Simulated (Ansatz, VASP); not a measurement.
# One calculation of ZnSn4, two programs

The input INCAR:

```
SYSTEM = ZnSn4
ALGO = Normal
EDIFF = 1E-6
EDIFFG = -0.04
ENCUT = 600
GGA = PE
IBRION = 2
ISIF = 3
ISMEAR = 0
LASPH = .TRUE.
LCHARG = .FALSE.
LREAL = .FALSE.
LWAVE = .FALSE.
NELM = 100
NSW = 90
PREC = Accurate
SIGMA = 0.1
```

Contents of KPOINTS:

```
k-points
0
G
  4 4 4
  0 0 0
```

POSCAR

```
ZnSn4
1.0
   -3.1425308400      3.1425308400      3.1425308400
    3.1425308400     -3.1425308400      3.1425308400
    3.1425308400      3.1425308400     -3.1425308400
Zn Sn
1 4
Direct
    0.0000000000      0.0000000000      0.0000000000
    0.0000000000      0.0000000000      0.5000000000
    0.0000000000      0.5000000000      0.0000000000
    0.5000000000      0.0000000000      0.0000000000
    0.5000000000      0.5000000000      0.5000000000
```

Input for Ansatz:

```yaml
crystal:
  lattice:
    - [-3.14253084, 3.14253084, 3.14253084]
    - [3.14253084, -3.14253084, 3.14253084]
    - [3.14253084, 3.14253084, -3.14253084]
  atoms:
    - { symbol: Zn, position: [0.0, 0.0, 0.0] }
    - { symbol: Sn, position: [0.0, 0.0, 0.5] }
    - { symbol: Sn, position: [0.0, 0.5, 0.0] }
    - { symbol: Sn, position: [0.5, 0.0, 0.0] }
    - { symbol: Sn, position: [0.5, 0.5, 0.5] }
basis:
  ecutwfc: 420
kpoints:
  mp_grid: { grid: [4, 4, 4] }
hamiltonian:
  xc: pbe
scf:
  occupations: { method: gaussian, width: 0.1 }
  lower_state_search: "off"
output:
  forces: true
  stress: true
  eigenvalues: true
relax:
  adjacent_minimum: "off"
  f_tol: 0.04
  max_steps: 70
  cell: { stress_tol: 0.4 }
```

Change from the starting cell: species swapped into the MnGa4 type (Im-3m, No. 229).

Alike in both runs: task relaxation of cell and atoms; functional PBE; k mesh 4 × 4 × 4; occupations gaussian, width 0.1 eV; no spin polarisation.

|  | VASP | Ansatz |
| --- | --- | --- |
| version | VASP 6.6.1 | Ansatz 0.2.0 |
| potentials or method | VASP PAW PBE potentials, release 64 (Zn, Sn_d) | scalar-relativistic, plane waves, PAW |
| plane-wave cutoff (eV) | 600 | 420 |
| valence electrons in the cell | 68 | 68 |

Ansatz gave:

```
gap on the k mesh at the Fermi level, each at its own relaxed structure (eV) : none
relaxed volume (Å³/atom)                                                     : 28.09
relaxed cell length with the largest relative difference (Å)                 : 5.672
energy change over the relaxation (meV/atom)                                 : -63
```

Problem. What did VASP give for the same quantities?

Solution. gap on the k mesh at the Fermi level, each at its own relaxed structure (eV): none; relaxed volume (Å³/atom): 27.92; relaxed cell length with the largest relative difference (Å): 5.660; energy change over the relaxation (meV/atom): -63.

A gap of «none» marks a metal or a gap that the smearing closes.
